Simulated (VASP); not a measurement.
Here is a VASP 6.6.1 calculation.

POSCAR

```
InSe
1.0
    4.0325940883     -0.0000000000      0.0000000000
   -2.0162970441      3.4923289236      0.0000000000
    0.0000000000     -0.0000000000     16.7578863181
  In              Se
     4     4
Direct
     0.3333333332999970    0.6666666667000030    0.1666317070947020
     0.6666666667000030    0.3333333332999970    0.6666317070947020
     0.3333333332999970    0.6666666667000030    0.3333682929052980
     0.6666666667000030    0.3333333332999970    0.8333682929052980
     0.3333333332999970    0.6666666667000030    0.5897259163387023
     0.6666666667000030    0.3333333332999970    0.0897259163387023
     0.3333333332999970    0.6666666667000030    0.9102740836612977
     0.6666666667000030    0.3333333332999970    0.4102740836612977
```

INCAR.step1

```
PREC     = Accurate       # precision mode
ENCUT    = 600            # plane-wave cutoff, eV
EDIFF    = 1E-8           # SCF threshold, eV
ISMEAR   = 0              # smearing method
SIGMA    = 0.03           # smearing width, eV
LREAL    = F              # projectors in reciprocal space
LASPH    = T              # aspherical terms in the spheres
NELM     = 80             # most SCF steps
ALGO     = Normal         # electronic algorithm
ISIF     = 3              # what is computed and relaxed
LWAVE    = F              # write WAVECAR
LCHARG   = F              # write CHGCAR
GGA      = PE             # functional
IVDW     = 12             # dispersion correction
KPAR     = 2            
IBRION   = 2              # ionic algorithm
NSW      = 40             # ionic steps
EDIFFG   = -0.002         # ionic threshold
```

Contents of INCAR.step2:

```
PREC     = Accurate       # precision mode
ENCUT    = 600            # plane-wave cutoff, eV
EDIFF    = 1E-8           # SCF threshold, eV
ISMEAR   = 0              # smearing method
SIGMA    = 0.03           # smearing width, eV
LREAL    = F              # projectors in reciprocal space
LASPH    = T              # aspherical terms in the spheres
NELM     = 80             # most SCF steps
ALGO     = Normal         # electronic algorithm
ISIF     = 3              # what is computed and relaxed
LWAVE    = F              # write WAVECAR
LCHARG   = F              # write CHGCAR
GGA      = PE             # functional
IVDW     = 12             # dispersion correction
KPAR     = 2            
IBRION   = 6              # ionic algorithm
NFREE    = 2            
POTIM    = 0.015          # step
NSW      = 1              # ionic steps
```

Contents of KPOINTS:

```
Automatic mesh
0
Gamma
  9 9 2
```

Potentials or basis: VASP PAW PBE potentials, release 64 (In_d, Se).

Command:

```console
$ cat potpaw_PBE.64/In_d/POTCAR potpaw_PBE.64/Se/POTCAR > POTCAR
$ cp INCAR.step1 INCAR
$ mpirun -np 2 vasp_std > vasp.out
$ cp CONTCAR POSCAR
$ cp INCAR.step2 INCAR
$ mpirun -np 2 vasp_std > vasp.out
```

(1) What does it give for the Voigt bulk modulus?

(2) What does it give for the highest phonon frequency at Γ, LO-TO splitting left out?

(3) What does it give for the relaxed volume?

(4) What does it give for the space group after relaxing (to 0.05 Å)?

(5) Estimate the dispersion energy per atom.

Answers

(1) 28 GPa.

(2) 223 cm⁻¹.

(3) 29.53 Å³/atom.

(4) P6_3/mmc (No. 194).

(5) -0.296 eV.
